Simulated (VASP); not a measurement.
The input files of a VASP run:

**INCAR**
```
ALGO = Normal
EDIFF = 1E-7
EDIFFG = -0.01
ENCUT = 520
GGA = RP
IBRION = 2
ISIF = 4
ISMEAR = 0
LASPH = .True.
LCHARG = .False.
LREAL = .False.
LWAVE = .False.
NELM = 100
NSW = 30
PREC = Accurate
SIGMA = 0.05
SYSTEM = MgH2
```

**POSCAR**
```
MgH2
1
    4.6469066640     0.0000000000     0.0000000000
    0.0000000000     4.6469066640     0.0000000000
    0.0000000000     0.0000000000     3.0977617094
Mg H
2 4
Direct
  0.0000000000   0.0000000000   0.0000000000
  0.5000000000   0.5000000000   0.5000000000
  0.3043600906   0.3043600906   0.0000000000
  0.8043600906   0.1956399094   0.5000000000
  0.1956399094   0.8043600906   0.5000000000
  0.6956399094   0.6956399094   0.0000000000
```

**KPOINTS**
```
Regular mesh
0
G
  5 5 7
```

POTCAR, in this order: Mg H (PBE.64 set). Program: vasp_std.

**Question.** Translate this RPBE calculation to Quantum ESPRESSO's pw.x.

**Answer.** One equivalent input (not run):
```
&CONTROL
  calculation = 'vc-relax'
  pseudo_dir = './pseudo'
  outdir = './out'
  tprnfor = .true.
  tstress = .true.
  nstep = 30
  forc_conv_thr = 0.00039
/
&SYSTEM
  ibrav = 0
  nat = 6
  ntyp = 2
  ecutwfc = 84
  occupations = 'smearing'
  smearing = 'gaussian'
  degauss = 0.003675
  input_dft = 'rpbe'
/
&ELECTRONS
  conv_thr = 7.3e-09
  electron_maxstep = 100
/
&IONS
/
&CELL
  cell_dofree = 'shape'
/
ATOMIC_SPECIES
  Mg 24.305 Mg.upf
  H 1.008 H.upf
CELL_PARAMETERS angstrom
     4.6469067    0.0000000    0.0000000
     0.0000000    4.6469067    0.0000000
     0.0000000    0.0000000    3.0977617
ATOMIC_POSITIONS crystal
  Mg   0.0000000  0.0000000  0.0000000
  Mg   0.5000000  0.5000000  0.5000000
  H    0.3043601  0.3043601  0.0000000
  H    0.8043601  0.1956399  0.5000000
  H    0.1956399  0.8043601  0.5000000
  H    0.6956399  0.6956399  0.0000000
K_POINTS automatic
  5 5 7 0 0 0
```
The two are equivalent in intent, not identical: the potentials are each code's own (VASP's PAW set, PseudoDojo norm-conserving files in pw.x), so ENCUT and ecutwfc are chosen apart and not converted; conv_thr bounds pw.x's estimated SCF error, while EDIFF bounds the energy change between steps; forc_conv_thr acts on force components and is met together with etot_conv_thr.

The compound is MgH2 in the rutile structure. This cell is one point of a volume scan, at 1.06 of the reference volume. Symmetry was kept, so distortions that lower it aren't found.
